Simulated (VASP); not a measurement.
Crystal: Mg3Be.

```xyz
4
Lattice="0.0000 3.3862 3.3862 3.3862 0.0000 3.3862 3.3862 3.3862 0.0000" Properties=species:S:1:pos:R:3 pbc="T T T"
Mg    1.6931    1.6931    1.6931
Mg    5.0792    5.0792    5.0792
Mg    3.3862    3.3862    3.3862
Be    0.0000    0.0000    0.0000
```

The cell was built by a generator and needn't be a form met in nature.

The cell isn't the ideal one: species swapped into the Rb3Cd type (Fm-3m, No. 225).

| Item | Value |
| --- | --- |
| Program | VASP 6.6.1 |
| Task | relaxation of cell and atoms |
| Functional | PBE |
| Potentials or basis | VASP PAW PBE potentials, release 64 (Mg, Be) |
| Cutoff | 600 eV |
| k mesh | 12 × 12 × 12 |
| Occupations | gaussian, width 0.1 eV |
| Spin | no spin polarisation |

At the start: pressure -2.1 GPa; volume 19.41 Å³/atom.

Q: Where does the relaxation end?

A: Over 3 steps the energy falls by 6.3 meV/atom and the volume is 18.48 Å³/atom (-4.8 %); space group Fm-3m (No. 225, to 0.05 Å).

Step by step:
```csv
step,energy change (eV),largest force (eV/Å),pressure (GPa),volume (Å³)
1,0.0000,0.0000,-2.06,77.65
2,-0.0234,0.0000,-0.60,74.88
3,-0.0253,0.0000,-0.02,73.91
```

Final structure:
```yaml
crystal:
  lattice:
    - [0.00000, 3.33092, 3.33092]
    - [3.33092, 0.00000, 3.33092]
    - [3.33092, 3.33092, 0.00000]
  atoms:
    - { symbol: Mg, position: [0.25000, 0.25000, 0.25000] }
    - { symbol: Mg, position: [0.75000, 0.75000, 0.75000] }
    - { symbol: Mg, position: [0.50000, 0.50000, 0.50000] }
    - { symbol: Be, position: [0.00000, 0.00000, 0.00000] }
```
